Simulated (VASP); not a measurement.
# MoS2 (Molybdenite): input slips in a relaxation and what they do

Some relaxations of MoS2 (Molybdenite) get a fault in the input on purpose. Which of them show, and how? The starting structure is a measured crystal structure from the Crystallography Open Database. The first relaxation on each setting starts from this cell expanded by 3 % in volume.

Method: Kohn-Sham DFT with plane waves and PAW; PBEsol, in VASP 6.6.1.

### 1. Starting point

The structure is hexagonal, space group P6_3/mmc (No. 194). The conventional cell has a = 3.161 Å, b = 3.161 Å, c = 12.295 Å, α = 90.00°, β = 90.00°, γ = 120.00°. Nearest to Mo lie 6 S at 2.37 Å. Nearest to S lie 3 Mo at 2.37 Å. Farther neighbours and most contacts between anions are not listed.

Structure file:

```xyz
6
Lattice="3.1610 0.0000 0.0000 -1.5805 2.7375 0.0000 0.0000 0.0000 12.2950" Properties=species:S:1:pos:R:3 pbc="T T T"
Mo    1.5805    0.9125    9.2212
Mo    0.0000    1.8250    3.0737
S     1.5805    0.9125    4.5799
S     0.0000    1.8250   10.7274
S     1.5805    0.9125    1.5676
S     0.0000    1.8250    7.7151
```

### 2. Reference relaxation

This run starts from the cell of an earlier relaxation, which isn't shown; the restart sets up the plane waves anew.

Input file INCAR:

```
SYSTEM = MoS2
PREC = Accurate
ENCUT = 450
EDIFF = 1E-06
NELM = 100
ISMEAR = 0
SIGMA = 0.03
LREAL = .FALSE.
ALGO = Normal
GGA = PS
NBANDS = 32
LASPH = .TRUE.
LORBIT = 11
LWAVE = .FALSE.
LCHARG = .FALSE.
KPAR = 8
IBRION = 2
NSW = 50
ISIF = 3
EDIFFG = -0.006
```

Input file POSCAR:

```
MoS2
1.0
    3.1410146667      0.0000000000      0.0000000000
   -1.5705073333      2.7201984951      0.0000000000
    0.0000000000      0.0000000000     12.5316732549
Mo S
2 4
Direct
    0.6666666667      0.3333333333      0.7500000000
    0.3333333333      0.6666666667      0.2500000000
    0.6666666667      0.3333333333      0.3744115973
    0.3333333333      0.6666666667      0.8744115973
    0.6666666667      0.3333333333      0.1255884027
    0.3333333333      0.6666666667      0.6255884027
```

Input file KPOINTS:

```
Automatic mesh
0
Gamma
9 9 2
0 0 0
```

Potentials, in the order of the species: Mo_sv and S (PBE family, release 64).

Launch:

```console
mpirun -np 8 vasp_std
```

What it wrote:

```text
[banner, memory and clock lines left out]
running    8 mpi-ranks, on    1 nodes
 distrk:  each k-point on    1 cores,    8 groups
 distr:  one band on    1 cores,    1 groups

 POSCAR found type information on POSCAR MoS
 POSCAR found :  2 types and       6 ions
|                                                                             |
|           W    W    AA    RRRRR   N    N  II  N    N   GGGG   !!!           |
|           W    W   A  A   R    R  NN   N  II  NN   N  G    G  !!!           |
|           W    W  A    A  R    R  N N  N  II  N N  N  G       !!!           |
|           W WW W  AAAAAA  RRRRR   N  N N  II  N  N N  G  GGG   !            |
|           WW  WW  A    A  R   R   N   NN  II  N   NN  G    G                |
|           W    W  A    A  R    R  N    N  II  N    N   GGGG   !!!           |
|                                                                             |
|     For optimal performance we recommend to set                             |
|       NCORE = 2 up to number-of-cores-per-socket                            |
|     NCORE specifies how many cores store one orbital (NPAR=cpu/NCORE).      |
|     This setting can greatly improve the performance of VASP for DFT.       |
|     The default, NCORE=1 might be grossly inefficient on modern             |
|     multi-core architectures or massively parallel machines. Do your        |
|     Unfortunately you need to use the default for GW and RPA                |
|     calculations (for HF NCORE is supported but not extensively tested      |
|     yet).                                                                   |
|                                                                             |

|                                                                             |
|               ----> ADVICE to this user running VASP <----                  |
|                                                                             |
|     You enforced a specific xc type in the INCAR file but a different       |
|     [... a line on the potential file left out ...]
|     I HOPE YOU KNOW WHAT YOU ARE DOING!                                     |
|                                                                             |

 LDA part: xc-table for (Slater+PW92), standard interpolation
 POSCAR, INCAR and KPOINTS ok, starting setup
 FFT: planning ... GRIDC
 FFT: planning ... GRID_SOFT
 FFT: planning ... GRID
 WAVECAR not read
 entering main loop
       N       E                     dE             d eps       ncg     rms          rms(c)
DAV:   1     0.408699154466E+03    0.40870E+03   -0.27583E+04  1728   0.138E+03
DAV:   2    -0.275979393091E+02   -0.43630E+03   -0.42434E+03  1888   0.368E+02
DAV:   3    -0.493237865713E+02   -0.21726E+02   -0.21563E+02  1968   0.737E+01
DAV:   4    -0.497797190820E+02   -0.45593E+00   -0.45515E+00  1888   0.108E+01
DAV:   5    -0.497906413851E+02   -0.10922E-01   -0.10916E-01  1968   0.159E+00    0.368E+01
DAV:   6    -0.476126464198E+02    0.21780E+01   -0.17977E+01  1688   0.237E+01    0.128E+01
DAV:   7    -0.472529997989E+02    0.35965E+00   -0.79749E+00  1704   0.148E+01    0.841E+00
DAV:   8    -0.469027907958E+02    0.35021E+00   -0.13817E+00  1888   0.671E+00    0.297E+00
DAV:   9    -0.469125142937E+02   -0.97235E-02   -0.14724E-01  2008   0.181E+00    0.136E+00
DAV:  10    -0.469041179169E+02    0.83964E-02   -0.57778E-02  1864   0.141E+00    0.319E-01
DAV:  11    -0.469039684378E+02    0.14948E-03   -0.25334E-03  1992   0.290E-01    0.166E-01
DAV:  12    -0.469038940220E+02    0.74416E-04   -0.29753E-04  1872   0.902E-02    0.816E-02
DAV:  13    -0.469038934247E+02    0.59729E-06   -0.18392E-04  2064   0.682E-02    0.165E-02
DAV:  14    -0.469038930855E+02    0.33925E-06   -0.18864E-05  1840   0.251E-02    0.205E-02
DAV:  15    -0.469038936966E+02   -0.61112E-06   -0.23733E-06  1608   0.826E-03
   1 F= -.46903894E+02 E0= -.46903894E+02  d E =-.469039E+02
 curvature:   0.00 expect dE= 0.000E+00 dE for cont linesearch  0.000E+00
 trial: gam= 0.00000 g(F)=  0.225E-06 g(S)=  0.555E-05 ort = 0.000E+00 (trialstep = 0.100E+01)
 search vector abs. value=  0.577E-05
 reached required accuracy - stopping structural energy minimisation
```

Wall time 21 s (8 MPI ranks of Intel Xeon Platinum 8259CL at 2.50GHz (Skylake/Cascade Lake), shared host); peak memory 2 GiB; 2 min of CPU time.

The logs omit lines about the potential files and the build; timing stands in the text.

From OUTCAR (step 2):

```text
ion  position               nearest neighbor table
   1  0.667  0.333  0.750-   4 2.39   6 2.39   4 2.39   6 2.39   4 2.39   6 2.39
   2  0.333  0.667  0.250-   3 2.39   5 2.39   3 2.39   5 2.39   3 2.39   5 2.39
   3  0.667  0.333  0.374-   2 2.39   2 2.39   2 2.39
   4  0.333  0.667  0.874-   1 2.39   1 2.39   1 2.39
   5  0.667  0.333  0.126-   2 2.39   2 2.39   2 2.39
   6  0.333  0.667  0.626-   1 2.39   1 2.39   1 2.39

  LATTYP: Found a hexagonal cell.
 ALAT       =     3.1410146667
 C/A-ratio  =     3.9896895063

 Subroutine GETGRP returns: Found 24 space group operations
 (whereof 12 operations were pure point group operations)

The static configuration has the point symmetry D_3d.
 The point group associated with its full space group is D_6h.

 Found     24 irreducible k-points:

   k-points           NKPTS =     24   k-points in BZ     NKDIM =     24   number of bands    NBANDS=     32

   dimension x,y,z NGX =    24 NGY =   24 NGZ =   90
   dimension x,y,z NGXF=    48 NGYF=   48 NGZF=  180

   ENCUT  =  450.0 eV  33.07 Ry    5.75 a.u.   5.43  5.43 21.68*2*pi/ulx,y,z

   NELECT =      52.0000    total number of electrons

 k-points in reciprocal lattice and weights: Automatic mesh
   0.00000000  0.00000000  0.00000000       0.006
   0.11111111  0.00000000  0.00000000       0.037
   0.22222222 -0.00000000  0.00000000       0.037
   0.33333333  0.00000000  0.00000000       0.037
   0.44444444 -0.00000000  0.00000000       0.037
   0.11111111  0.11111111  0.00000000       0.037
   0.22222222  0.11111111  0.00000000       0.074
   0.33333333  0.11111111  0.00000000       0.074
   0.44444444  0.11111111  0.00000000       0.037
[...]
0.33333333  0.22222222  0.50000000       0.074
   0.33333333  0.33333333  0.50000000       0.012

 average (electrostatic) potential at core
       1 -74.5158       2 -74.5158       3 -84.5339       4 -84.5339       5 -84.5339
       6 -84.5339

 E-fermi :   7.4797

 k-point     1 :       0.0000    0.0000    0.0000
  band No.  band energies     occupation
    ...
     22       5.2825      2.00000
     23       5.2825      2.00000
     24       6.0291      2.00000
     25       6.1805      2.00000
     26       7.3260      2.00000
     27       9.6028      0.00000
     28       9.6028      0.00000
     29       9.6240      0.00000
     30       9.6240      0.00000
     31       9.8154      0.00000
    ...

 k-point     2 :       0.1111    0.0000    0.0000
  band No.  band energies     occupation
    ...
     22       4.9927      2.00000
     23       5.3867      2.00000
     24       6.1957      2.00000
     25       6.2851      2.00000
     26       7.0060      2.00000
     27       9.3550      0.00000
     28       9.3951      0.00000
     29       9.4918      0.00000
     30       9.5897      0.00000
     31       9.6022      0.00000
    ...

 k-point     3 :       0.2222   -0.0000    0.0000
  band No.  band energies     occupation
    ...
     22       4.8531      2.00000
     23       5.1893      2.00000
     24       5.9129      2.00000
     25       5.9998      2.00000
     26       6.1732      2.00000
     27       8.6575      0.00000
     28       9.1855      0.00000
     29       9.3639      0.00000
     30       9.4420      0.00000
     31       9.4450      0.00000
    ...

  Total       -0.0123441     -0.0123441     -0.0196226     -0.0000000      0.0000000     -0.0000000
  in kB       -0.1847101     -0.1847101     -0.2936214     -0.0000000      0.0000000     -0.0000000
  external PRESSURE =      -0.2210139 kB  Pullay stress =       0.0000000 kB

  energy-cutoff  :      450.00
  volume of cell :      107.07
      direct lattice vectors                 reciprocal lattice vectors
     3.141014667  0.000000000  0.000000000     0.318368459  0.183810116  0.000000000
    -1.570507333  2.720198495  0.000000000     0.000000000  0.367620231  0.000000000
     0.000000000  0.000000000 12.531673255     0.000000000  0.000000000  0.079797804

 POSITION                                       TOTAL-FORCE (eV/Angst)
 -----------------------------------------------------------------------------------
      1.57051      0.90673      9.39875        -0.000000     -0.000000      0.000000
     -0.00000      1.81347      3.13292         0.000000      0.000000      0.000000
      1.57051      0.90673      4.69200         0.000000      0.000000      0.001080
     -0.00000      1.81347     10.95784        -0.000000     -0.000000      0.001080
      1.57051      0.90673      1.57383         0.000000      0.000000     -0.001080
     -0.00000      1.81347      7.83967        -0.000000      0.000000     -0.001080
 -----------------------------------------------------------------------------------
    total drift:                               -0.000000      0.000000     -0.000000

  FREE ENERGIE OF THE ION-ELECTRON SYSTEM (eV)
  ---------------------------------------------------
  free  energy   TOTEN  =       -46.9038936966 eV

  energy  without entropy=      -46.9038936966  energy(sigma->0) =      -46.90389370

 reached required accuracy - stopping structural energy minimisation

 total charge
# of ion       s       p       d       tot
------------------------------------------
    1        2.300   6.231   3.993  12.524
    2        2.300   6.231   3.993  12.524
    3        1.358   2.326   0.000   3.684
    4        1.358   2.326   0.000   3.684
    5        1.358   2.326   0.000   3.684
    6        1.358   2.326   0.000   3.684
--------------------------------------------------
tot         10.032  21.765   7.986  39.783

[... 3 further parts left out ...]
```

The PAW data sets were made with PBE, which is usual practice but a small mismatch for other functionals. The run keeps the 24 symmetry operations of its start, so it cannot find a distortion of lower symmetry.

The reference relaxation ends at 17.845 Å³ an atom. Pressures at 0.985 and 1.015 times this volume, from two more relaxations that aren't shown, give a bulk modulus of 20.0 GPa.

### 3. Relaxation with a cutoff far too low

A slip made on purpose: a cutoff far too low. Against step 2 the input has PREC = Normal and ENCUT = 140 (also changed: NELM).

INCAR, as its differences from that of step 2:

```diff
@@ -1,6 +1,6 @@
 SYSTEM = MoS2
-PREC = Accurate
-ENCUT = 450
+PREC = Normal
+ENCUT = 140
 EDIFF = 1E-06
-NELM = 100
+NELM = 60
 ISMEAR = 0
```

Input file POSCAR:

```
MoS2
1.0
    3.1922990652      0.0000000000      0.0000000000
   -1.5961495326      2.7646120870      0.0000000000
    0.0000000000      0.0000000000     12.4167405906
Mo S
2 4
Direct
    0.6666666667      0.3333333333      0.7500000000
    0.3333333333      0.6666666667      0.2500000000
    0.6666666667      0.3333333333      0.3725000000
    0.3333333333      0.6666666667      0.8725000000
    0.6666666667      0.3333333333      0.1275000000
    0.3333333333      0.6666666667      0.6275000000
```

KPOINTS is that of step 2.

Launch:

```console
mpirun -np 8 vasp_std
```

What it wrote:

```text
[banner, memory and clock lines left out]
running    8 mpi-ranks, on    1 nodes
[...]
[... a notice as in an earlier step ...]

 [... a notice as in an earlier step ...]

 LDA part: xc-table for (Slater+PW92), standard interpolation
 POSCAR, INCAR and KPOINTS ok, starting setup
[...]
entering main loop
       N       E                     dE             d eps       ncg     rms          rms(c)
DAV:   1     0.158652074475E+03    0.15865E+03   -0.15916E+04  2024   0.568E+02
DAV:   2    -0.392633341100E+02   -0.19792E+03   -0.19369E+03  2016   0.206E+02
DAV:   3    -0.456830051218E+02   -0.64197E+01   -0.63855E+01  1912   0.352E+01
DAV:   4    -0.457773560520E+02   -0.94351E-01   -0.94230E-01  1848   0.385E+00
[...]
DAV:  13    -0.374191667643E+02   -0.14320E-04   -0.92578E-05  1888   0.384E-02    0.420E-02
DAV:  14    -0.374191672125E+02   -0.44823E-06   -0.10293E-05  1656   0.155E-02    0.432E-02
DAV:  15    -0.374191662500E+02    0.96249E-06   -0.17378E-06  1360   0.696E-03
[...]
|     E        R   R    R   R    O     O  R   R                               |
|     E        R    R   R    R   O     O  R    R      ###     ###     ###     |
|     EEEEEEE  R     R  R     R  OOOOOOO  R     R     ###     ###     ###     |
|                                                                             |
|     Orbital orthonormalization failed in the inversion of matrix            |
|     LAPACK: Routine ZPOTRF failed! kpoint: 1 spin: 1                        |
|                                                                             |
|     Possible solutions for this issue are:                                  |
|     - Please check whether the atoms are too close to each other.           |
|     - Decreasing POTIM might help during relaxations or MDs.                |
|     - Deleting CHGCAR or WAVECAR if incompatible with the structure.        |
|     - Try calculating without symmetrizing (ISYM = 0 or ISYM = -1).         |
|     - As last resort: using a different PAW for some of the atoms.          |
|                                                                             |
|       ---->  I REFUSE TO CONTINUE WITH THIS SICK JOB ... BYE!!! <----       |
|                                                                             |

1
1
1
1
1
1
1
1
```

The job ended after 11 s (8 MPI ranks).

VASP stopped with this message: “Orbital orthonormalization failed in the inversion of matrix LAPACK: Routine ZPOTRF failed! kpoint: 1 spin: 1”.

### 4. Relaxation with one electron too many

A slip made on purpose: one electron too many. Against step 2 the input has NELECT = 53 (also changed: NELM).

INCAR, as its differences from that of step 3:

```diff
@@ -1,4 +1,4 @@
 SYSTEM = MoS2
-PREC = Normal
-ENCUT = 140
+PREC = Accurate
+ENCUT = 450
 EDIFF = 1E-06
@@ -20 +20,2 @@
 EDIFFG = -0.006
+NELECT = 53
```

POSCAR is that of step 3.

KPOINTS is that of step 3.

Launch:

```console
mpirun -np 8 vasp_std
```

What it wrote:

```text
[... set-up lines as in an earlier step ...]
 entering main loop
       N       E                     dE             d eps       ncg     rms          rms(c)
DAV:   1     0.424173546762E+03    0.42417E+03   -0.27932E+04  1736   0.139E+03
DAV:   2    -0.182302010753E+02   -0.44240E+03   -0.43295E+03  1880   0.372E+02
DAV:   3    -0.402591261579E+02   -0.22029E+02   -0.21819E+02  2000   0.739E+01
DAV:   4    -0.407940837597E+02   -0.53496E+00   -0.52540E+00  1912   0.108E+01
DAV:   5    -0.408123844897E+02   -0.18301E-01   -0.18289E-01  1960   0.172E+00BRMIX: very serious problems
 the old and the new charge density differ
 old charge density:    52.00000 new   53.00000
BRMIX: very serious problems
 the old and the new charge density differ
 old charge density:    52.00000 new   53.00000
BRMIX: very serious problems
 the old and the new charge density differ
 old charge density:    52.00000 new   53.00000
BRMIX: very serious problems
 the old and the new charge density differ
 old charge density:    52.00000 new   53.00000
BRMIX: very serious problems
 the old and the new charge density differ
[...]
DAV:  14    -0.384080882655E+02   -0.75708E-06   -0.16963E-05  1776   0.209E-02    0.140E-02
DAV:  15    -0.384080874039E+02    0.86161E-06   -0.60414E-06  1808   0.132E-02
   1 F= -.38408087E+02 E0= -.38405772E+02  d E =-.384081E+02
[... from here on, the cycles between the ionic steps are left out ...]
   2 F= -.37877677E+02 E0= -.37875585E+02  d E =0.530411E+00
   3 F= -.39182187E+02 E0= -.39180927E+02  d E =-.774100E+00
   4 F= -.39183607E+02 E0= -.39182361E+02  d E =-.775520E+00
   5 F= -.39476612E+02 E0= -.39474016E+02  d E =-.293005E+00
   6 F= -.40312613E+02 E0= -.40310197E+02  d E =-.112901E+01
   7 F= -.40909763E+02 E0= -.40909428E+02  d E =-.172616E+01
   8 F= -.40977041E+02 E0= -.40976727E+02  d E =-.179343E+01
   9 F= -.41096572E+02 E0= -.41096258E+02  d E =-.119531E+00
  10 F= -.41402712E+02 E0= -.41402395E+02  d E =-.425671E+00
  11 F= -.41763167E+02 E0= -.41762831E+02  d E =-.786126E+00
  12 F= -.40371537E+02 E0= -.40371201E+02  d E =0.605504E+00
  13 F= -.41683153E+02 E0= -.41682816E+02  d E =-.706112E+00
[...]
hard stop encountered!  aborting job ...
[...]
|     The electronic self-consistency was not achieved in the given           |
[...]
soft stop encountered!  aborting job ...
  14 F= -.41652613E+02 E0= -.41652276E+02  d E =-.674679E-03
 deleting file STOPCAR
```

Wall time 3.6 min (8 MPI ranks); peak memory 2.2 GiB.

Logs of long relaxations may skip ionic steps without a mark.

The run was stopped at its time limit, after 14 ionic steps.

### 5. Comparison

| run | ended | volume (Å³/atom) | bulk modulus (GPa) | pressure left (GPa) | core minutes |
| --- | --- | --- | --- | --- | --- |
| reference | converged | 17.845 | 20.0 | -0.02 | 30.8 |
| a cutoff far too low | stopped by VASP | - | - | - | 1.49 |
| one electron too many | cut off by time | - | - | - | 28.7 |

Core minutes are wall time times ranks, summed over the relaxations behind a row (those for a bulk modulus apart), on shared hosts.

### 6. Results

```yaml
volume_of_the_reference: 17.85 Å³/atom
run_with_a_cutoff_far_too_low: stopped by VASP
run_with_one_electron_too_many: cut off by time
```

In words: VASP stopped by itself in the run with a cutoff far too low. The run with one electron too many was cut off by time, so it gives no result to compare. The log of the run with one electron too many holds a warning on the charge density. The reference was restarted once and the runs with a slip weren't, so their cells may not have settled fully. Further runs on this material are not shown.

[Lines on the potential files, build, host, timing and source positions are cut from VASP's logs without a mark.]

[Logs are printed without paths, hosts, clocks, repeated set-up lines and the standing remarks that a program may print on its own settings, such as how far it seeks lower states.]

[Hosts, paths, dates, database ids (printed as entryN), source tags and the programs' standing remarks are cut or masked in the printed files.]
